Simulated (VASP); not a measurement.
These are PBE GGA with D3 dispersion (Becke-Johnson damping), VASP's PBE PAW potentials (set 64) (plane waves; VASP) values and carry that method's errors.

VASP ran on this input.

**INCAR**
```
! general
SYSTEM   =  PtS2
PREC     =  Accurate
ENCUT    =  520
LREAL    =  .FALSE.
LASPH    =  .TRUE.

! electronic loop
EDIFF    =  1E-6
NELM     =  100
ALGO     =  Normal
LMAXMIX  =  6

! smearing
ISMEAR   =  0
SIGMA    =  0.05

! functional
GGA      =  PE
IVDW     =  12

! ions
IBRION   =  2
NSW      =  60
ISIF     =  3
EDIFFG   =  -0.02

! output
LWAVE    =  .FALSE.
LCHARG   =  .FALSE.
```

**KPOINTS**
```
Automatic mesh
0
G
7 7 5
```

**POSCAR**
```
PtS2
1
    1.7903048155    -3.1008989743     0.0000000000
    1.7903048155     3.1008989743     0.0000000000
    0.0000000000     0.0000000000     4.6608725386
Pt S
1 2
Direct
  0.0000000000   0.0000000000   0.0000000000
  0.3333330000   0.6666670000   0.2585962219
  0.6666670000   0.3333330000   0.7414037781
```

POTCAR, in this order: Pt S (PBE.64 set). Program: vasp_std.

The resulting files:

OSZICAR:
```
       N       E                     dE             d eps       ncg     rms          rms(c)
DAV:   1     0.117351461803E+03    0.11735E+03   -0.10685E+04   976   0.132E+03
DAV:   2    -0.114913447376E+02   -0.12884E+03   -0.12630E+03  1205   0.253E+02
DAV:   3    -0.165542166071E+02   -0.50629E+01   -0.50249E+01  1240   0.535E+01
DAV:   4    -0.166088386291E+02   -0.54622E-01   -0.54605E-01  1198   0.598E+00
DAV:   5    -0.166097686769E+02   -0.93005E-03   -0.93003E-03  1275   0.750E-01    0.185E+01
DAV:   6    -0.155760535008E+02    0.10337E+01   -0.79014E+00   988   0.288E+01    0.127E+01
DAV:   7    -0.153339254566E+02    0.24213E+00   -0.14047E+00   995   0.131E+01    0.585E+00
DAV:   8    -0.153171280509E+02    0.16797E-01   -0.85949E-02  1079   0.222E+00    0.144E+00
DAV:   9    -0.153125969154E+02    0.45311E-02   -0.12490E-02  1170   0.127E+00    0.246E-01
DAV:  10    -0.153127722380E+02   -0.17532E-03   -0.17639E-03  1135   0.315E-01    0.719E-02
DAV:  11    -0.153128042691E+02   -0.32031E-04   -0.48161E-05  1226   0.593E-02    0.473E-02
DAV:  12    -0.153128082076E+02   -0.39385E-05   -0.69652E-06  1107   0.248E-02    0.137E-02
DAV:  13    -0.153128097298E+02   -0.15222E-05   -0.18898E-06  1020   0.111E-02    0.384E-03
DAV:  14    -0.153128098755E+02   -0.14574E-06   -0.19094E-07   585   0.370E-03
   1 F= -.16669504E+02 E0= -.16669484E+02  d E =-.166695E+02
```

**OUTCAR**
```
------------------------ aborting loop because EDIFF is reached ----------------------------------------
 Edisp (eV)   -1.35669
  FORCE on cell =-STRESS in cart. coord.  units (eV):
  Direction    XX          YY          ZZ          XY          YZ          ZX
  --------------------------------------------------------------------------------------
  Total      -0.05481    -0.05481    -0.00081     0.00000    -0.00000     0.00000
  in kB      -1.69681    -1.69681    -0.02504     0.00000    -0.00000     0.00000
  external pressure =       -1.14 kB  Pullay stress =        0.00 kB
  volume of cell :       51.75
      direct lattice vectors                 reciprocal lattice vectors
     1.790304816 -3.100898974  0.000000000     0.279282051 -0.161243563  0.000000000
     1.790304816  3.100898974  0.000000000     0.279282051  0.161243563  0.000000000
     0.000000000  0.000000000  4.660872539     0.000000000  0.000000000  0.214552102
 POSITION                                       TOTAL-FORCE (eV/Angst)
 -----------------------------------------------------------------------------------
      0.00000      0.00000      0.00000         0.000000     -0.000000     -0.000000
      1.79030      1.03364      1.20528         0.000000     -0.000000     -0.014962
      1.79030     -1.03364      3.45559        -0.000000      0.000000      0.014962
 -----------------------------------------------------------------------------------
    total drift:                                0.000000      0.000000      0.000000
  FREE ENERGIE OF THE ION-ELECTRON SYSTEM (eV)
  ---------------------------------------------------
  free  energy   TOTEN  =       -16.6695038604 eV

  energy  without entropy=      -16.6694647410  energy(sigma->0) =      -16.66948430

 reached required accuracy - stopping structural energy minimisation
```
(Selected blocks of OUTCAR.)

The compound is PtS2 in the 1T layered structure. It was relaxed first, which changed the volume by -5 %. The start is the result of an earlier pass.
